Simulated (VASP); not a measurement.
Method: revPBE GGA, VASP's PBE PAW potentials (set 64) (plane waves; VASP 6.6.1).

A VASP calculation is set up with these files.

File POSCAR:
```
TiCo
1
    2.9900000000     0.0000000000     0.0000000000
    0.0000000000     2.9900000000     0.0000000000
    0.0000000000     0.0000000000     2.9900000000
Ti Co
1 1
Direct
  0.0000000000   0.0000000000   0.0000000000
  0.5000000000   0.5000000000   0.5000000000
```

### KPOINTS
```
Automatic mesh
0
Gamma
 11 11 11
0 0 0
```

INCAR:
```
SYSTEM = TiCo
PREC = Accurate
ENCUT = 520
EDIFF = 1E-6
NELM = 100
ALGO = Normal
LREAL = .FALSE.
LASPH = .TRUE.
ISMEAR = 1
SIGMA = 0.1
GGA = RE
LMAXMIX = 4
LWAVE = .FALSE.
LCHARG = .FALSE.
IBRION = 2
ISIF = 3
NSW = 60
EDIFFG = -0.01
```

POTCAR, in this order: Ti_sv Co (PBE.64 set). Program: vasp_std.

Output of the run:

File OUTCAR:
```
 ion  position               nearest neighbor table
   1  0.000  0.000  0.000-   2 2.59   2 2.59   2 2.59   2 2.59   2 2.59   2 2.59   2 2.59   2 2.59
  LATTYP: Found a simple cubic cell.
 ALAT       =     2.9900000000
 Subroutine PRICEL returns:
 Original cell was already a primitive cell.
 Subroutine GETGRP returns: Found 48 space group operations
The static configuration has the point symmetry O_h .
The dynamic configuration has the point symmetry O_h .
 Subroutine INISYM returns: Found 48 space group operations
 Subroutine IBZKPT returns following result:
 Found     56 irreducible k-points:

 Following reciprocal coordinates:
            Coordinates               Weight
  0.000000  0.000000  0.000000      1.000000
  0.090909  0.000000  0.000000      6.000000
  0.181818  0.000000  0.000000      6.000000
  0.272727  0.000000  0.000000      6.000000
  0.363636  0.000000  0.000000      6.000000
  0.454545  0.000000  0.000000      6.000000
  0.090909  0.090909  0.000000     12.000000
  0.181818  0.090909  0.000000     24.000000
  0.272727  0.090909  0.000000     24.000000
  0.363636  0.090909  0.000000     24.000000
...
```

OSZICAR:
```
       N       E                     dE             d eps       ncg     rms          rms(c)
DAV:   1     0.153918862234E+03    0.15392E+03   -0.10458E+04  1568   0.187E+03
DAV:   2    -0.721894092093E+01   -0.16114E+03   -0.15841E+03  1580   0.410E+02
DAV:   3    -0.168585560941E+02   -0.96396E+01   -0.95698E+01  2548   0.110E+02
DAV:   4    -0.171317357614E+02   -0.27318E+00   -0.27202E+00  1868   0.151E+01
DAV:   5    -0.171423836523E+02   -0.10648E-01   -0.10647E-01  2316   0.275E+00    0.126E+01
DAV:   6    -0.151104444450E+02    0.20319E+01   -0.12083E+01  2062   0.527E+01    0.521E+00
DAV:   7    -0.181630554132E+02   -0.30526E+01   -0.28489E+01  2620   0.486E+01    0.251E+01
DAV:   8    -0.148480682688E+02    0.33150E+01   -0.19060E+01  2394   0.408E+01    0.181E+00
DAV:   9    -0.148876020368E+02   -0.39534E-01   -0.26642E-01  1866   0.500E+00    0.186E+00
DAV:  10    -0.148727189822E+02    0.14883E-01   -0.79254E-02  2364   0.355E+00    0.563E-01
DAV:  11    -0.148710887153E+02    0.16303E-02   -0.42779E-03  2034   0.717E-01    0.388E-01
DAV:  12    -0.148699552162E+02    0.11335E-02   -0.39759E-03  2176   0.579E-01    0.105E-01
DAV:  13    -0.148698542426E+02    0.10097E-03   -0.36976E-04  2208   0.170E-01    0.391E-02
DAV:  14    -0.148698471120E+02    0.71305E-05   -0.48369E-05  2470   0.681E-02    0.661E-03
DAV:  15    -0.148698462509E+02    0.86113E-06   -0.62486E-06  1828   0.296E-02
   1 F= -.14869846E+02 E0= -.14869882E+02  d E =-.148698E+02
       N       E                     dE             d eps       ncg     rms          rms(c)
DAV:   1    -0.148765816461E+02   -0.67345E-02   -0.14148E-01  1664   0.590E+00    0.746E-01
DAV:   2    -0.148954085662E+02   -0.18827E-01   -0.21166E-01  2140   0.563E+00    0.181E+00
DAV:   3    -0.148700869171E+02    0.25322E-01   -0.15369E-01  2312   0.446E+00    0.250E-01
DAV:   4    -0.148697687742E+02    0.31814E-03   -0.25078E-03  1914   0.459E-01    0.114E-01
DAV:   5    -0.148697841958E+02   -0.15422E-04   -0.54384E-04  2262   0.154E-01    0.522E-02
DAV:   6    -0.148698459733E+02   -0.61777E-04   -0.10665E-04  2114   0.951E-02    0.577E-02
DAV:   7    -0.148698440860E+02    0.18873E-05   -0.12241E-04  2372   0.106E-01    0.728E-03
DAV:   8    -0.148698448135E+02   -0.72753E-06   -0.34444E-06  1622   0.192E-02
   2 F= -.14869845E+02 E0= -.14869887E+02  d E =0.143737E-05
       N       E                     dE             d eps       ncg     rms          rms(c)
DAV:   1    -0.148717557317E+02   -0.19116E-02   -0.38463E-02  1664   0.309E+00    0.388E-01
DAV:   2    -0.148770246727E+02   -0.52689E-02   -0.58949E-02  2164   0.292E+00    0.984E-01
DAV:   3    -0.148699912131E+02    0.70335E-02   -0.44286E-02  2334   0.233E+00    0.126E-01
DAV:   4    -0.148699137648E+02    0.77448E-04   -0.62851E-04  1772   0.228E-01    0.658E-02
DAV:   5    -0.148699100174E+02    0.37474E-05   -0.17925E-04  2320   0.931E-02    0.270E-02
DAV:   6    -0.148699236892E+02   -0.13672E-04   -0.23528E-05  2092   0.509E-02    0.328E-02
DAV:   7    -0.148699224002E+02    0.12890E-05   -0.37429E-05  2396   0.556E-02    0.547E-03
DAV:   8    -0.148699222303E+02    0.16989E-06   -0.14535E-06   910   0.131E-02
   3 F= -.14869922E+02 E0= -.14869961E+02  d E =-.759794E-04
```

### OUTCAR
```
------------------------ aborting loop because EDIFF is reached ----------------------------------------
  FORCE on cell =-STRESS in cart. coord.  units (eV):
  Direction    XX          YY          ZZ          XY          YZ          ZX
  --------------------------------------------------------------------------------------
  Total        0.0058017      0.0058017      0.0058017      0.0000000      0.0000000     -0.0000000
  in kB        0.3485164      0.3485164      0.3485164      0.0000000      0.0000000     -0.0000000
  external PRESSURE =       0.3485164 kB  Pullay stress =       0.0000000 kB
  volume of cell :       26.67
      direct lattice vectors                 reciprocal lattice vectors
     2.987773420  0.000000000  0.000000000     0.334697402  0.000000000 -0.000000000
     0.000000000  2.987773420  0.000000000    -0.000000000  0.334697402 -0.000000000
     0.000000000  0.000000000  2.987773420    -0.000000000  0.000000000  0.334697402
 POSITION                                       TOTAL-FORCE (eV/Angst)
 -----------------------------------------------------------------------------------
      0.00000      0.00000      0.00000        -0.000000     -0.000000      0.000000
      1.49389      1.49389      1.49389         0.000000      0.000000      0.000000
 -----------------------------------------------------------------------------------
    total drift:                                0.000000      0.000000     -0.000000
  FREE ENERGIE OF THE ION-ELECTRON SYSTEM (eV)
  ---------------------------------------------------
  free  energy   TOTEN  =       -14.8699222303 eV

  energy  without entropy=      -14.8700379498  energy(sigma->0) =      -14.86996080

 reached required accuracy - stopping structural energy minimisation
```
(Selected blocks of OUTCAR.)

### CONTCAR
```
TiCo
   1.00000000000000
     2.9877734200285233    0.0000000000000000    0.0000000000000000
     0.0000000000000000    2.9877734200285233    0.0000000000000000
     0.0000000000000000    0.0000000000000000    2.9877734200285233
  Ti              Co
     1     1
Direct
     0.0000000000000000    0.0000000000000000    0.0000000000000000
     0.5000000000000000    0.5000000000000000    0.5000000000000000
```

The compound is TiCo in the CsCl type structure. This run relaxes it. Symmetry was kept, so distortions that lower it aren't found. The run is not spin-polarised, so no magnetic state was tried. The electron count is odd and the run is not spin-polarised, which forces a metal.
